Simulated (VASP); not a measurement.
These are PBE GGA, VASP's PBE PAW potentials (set 64) (plane waves; VASP 6.6.1) values and carry that method's errors.

Input for VASP

File POSCAR:
```
PbSe
4.4140430
  0.0000000000   0.7071068406   0.7071068406
  0.7071068406   0.0000000000   0.7071068406
  0.7071068406   0.7071068406   0.0000000000
Pb Se
1 1
Direct
  0.0000000000   0.0000000000   0.0000000000
  0.5000000000   0.5000000000   0.5000000000
```

INCAR:
```
SYSTEM  =  PbSe
PREC  =  Accurate; ENCUT  =  400; LREAL  =  F
LASPH  =  T; KSPACING  =  0.8; KGAMMA  =  T
EDIFF  =  1E-6; NELM  =  100; ALGO  =  Normal
LMAXMIX  =  4
ISMEAR  =  0; SIGMA  =  0.05
GGA  =  PE
ISIF  =  2
LWAVE  =  F; LCHARG  =  F
```

POTCAR, in this order: Pb_d Se (PBE.64 set). Program: vasp_std.

Output of the run:

### OSZICAR
```
       N       E                     dE             d eps       ncg     rms          rms(c)
DAV:   1     0.147185818447E+03    0.14719E+03   -0.82611E+03   112   0.117E+03
DAV:   2     0.342629912966E+01   -0.14376E+03   -0.14193E+03   112   0.322E+02
DAV:   3    -0.832834507754E+01   -0.11755E+02   -0.11704E+02   154   0.978E+01
DAV:   4    -0.860000742875E+01   -0.27166E+00   -0.27158E+00   112   0.191E+01
DAV:   5    -0.860803706154E+01   -0.80296E-02   -0.80295E-02   156   0.317E+00    0.282E+00
DAV:   6    -0.829452277546E+01    0.31351E+00   -0.92292E-01   160   0.703E+00    0.160E+00
DAV:   7    -0.829101118107E+01    0.35116E-02   -0.12343E-01   120   0.190E+00    0.881E-01
DAV:   8    -0.829420319788E+01   -0.31920E-02   -0.13344E-02   118   0.139E+00    0.152E-01
DAV:   9    -0.829380826806E+01    0.39493E-03   -0.30950E-03   158   0.550E-01    0.498E-02
DAV:  10    -0.829388774014E+01   -0.79472E-04   -0.24145E-04   124   0.950E-02    0.180E-02
DAV:  11    -0.829389748828E+01   -0.97481E-05   -0.37108E-05   118   0.573E-02    0.424E-03
DAV:  12    -0.829389839063E+01   -0.90235E-06   -0.56645E-06   118   0.299E-02
   1 F= -.82938984E+01 E0= -.82938984E+01  d E =-.179633E-14
```

File OUTCAR:
```
------------------------ aborting loop because EDIFF is reached ----------------------------------------
  FORCE on cell =-STRESS in cart. coord.  units (eV):
  Direction    XX          YY          ZZ          XY          YZ          ZX
  --------------------------------------------------------------------------------------
  Total       -0.5125846     -0.5125846     -0.5125846      0.0000000     -0.0000000     -0.0000000
  in kB      -13.5045873    -13.5045873    -13.5045873      0.0000000     -0.0000000     -0.0000000
  external PRESSURE =     -13.5045873 kB  Pullay stress =       0.0000000 kB
  volume of cell :       60.81
      direct lattice vectors                 reciprocal lattice vectors
     0.000000000  3.121200000  3.121200000    -0.160194797  0.160194797  0.160194797
     3.121200000  0.000000000  3.121200000     0.160194797 -0.160194797  0.160194797
     3.121200000  3.121200000  0.000000000     0.160194797  0.160194797 -0.160194797
  FREE ENERGIE OF THE ION-ELECTRON SYSTEM (eV)
  ---------------------------------------------------
  free  energy   TOTEN  =        -8.2938983906 eV

  energy  without entropy=       -8.2938983906  energy(sigma->0) =       -8.29389839
```
(Selected blocks of OUTCAR.)

The compound is PbSe in the rock salt structure. The cell was not relaxed at this level. The run is one of a series of settings (KGAMMA = .TRUE., KSPACING = 0.8, KPOINTS file removed against the base run), some of them coarse on purpose.
